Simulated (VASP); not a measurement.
A VASP calculation is set up with these files.

**KPOINTS**
```
Automatic mesh
0
Gamma
9 9 5
0 0 0
```

**POSCAR**
```
ZnO
1
    1.6314293808    -2.8257190192     0.0000000000
    1.6314293808     2.8257190192     0.0000000000
    0.0000000000     0.0000000000     5.2701367606
Zn O
2 2
Direct
  0.6666670000   0.3333330000   0.5013591874
  0.3333330000   0.6666670000   0.0013591874
  0.6666670000   0.3333330000   0.8806408126
  0.3333330000   0.6666670000   0.3806408126
```

### INCAR
```
AGGAC = 0.0
ALGO = Normal
EDIFF = 1E-7
ENCUT = 520
GGA = MK
ISIF = 2
ISMEAR = -5
LASPH = .True.
LCHARG = .True.
LEFG = .True.
LMAXMIX = 4
LORBIT = 11
LREAL = .False.
LUSE_VDW = .True.
LWAVE = .False.
NEDOS = 601
NELM = 100
PARAM1 = 0.1234568
PARAM2 = 0.7114
PREC = Accurate
SYSTEM = ZnO
ZAB_VDW = -1.8867
```

POTCAR, in this order: Zn O (PBE.64 set). Program: vasp_std.

Translate this rev-vdW-DF2 calculation to Quantum ESPRESSO's pw.x.

One equivalent input (not run):
```
&CONTROL
  calculation = 'scf'
  pseudo_dir = './pseudo'
  outdir = './out'
  tprnfor = .true.
  tstress = .true.
/
&SYSTEM
  ibrav = 0
  nat = 4
  ntyp = 2
  ecutwfc = 84
  occupations = 'tetrahedra'
  input_dft = 'vdw-df2-b86r'
/
&ELECTRONS
  conv_thr = 7.3e-09
  electron_maxstep = 100
/
ATOMIC_SPECIES
  Zn 65.380 Zn.upf
  O 15.999 O.upf
CELL_PARAMETERS angstrom
     1.6314294   -2.8257190    0.0000000
     1.6314294    2.8257190    0.0000000
     0.0000000    0.0000000    5.2701368
ATOMIC_POSITIONS crystal
  Zn   0.6666670  0.3333330  0.5013592
  Zn   0.3333330  0.6666670  0.0013592
  O    0.6666670  0.3333330  0.8806408
  O    0.3333330  0.6666670  0.3806408
K_POINTS automatic
  9 9 5 0 0 0
```
Limits of the translation: the potentials are each code's own (VASP's PAW set, PseudoDojo norm-conserving files in pw.x), so ENCUT and ecutwfc are chosen apart and not converted; conv_thr bounds pw.x's estimated SCF error, while EDIFF bounds the energy change between steps; the field gradients of LEFG aren't asked of the other code.

The compound is ZnO in the wurtzite structure. It was relaxed first.
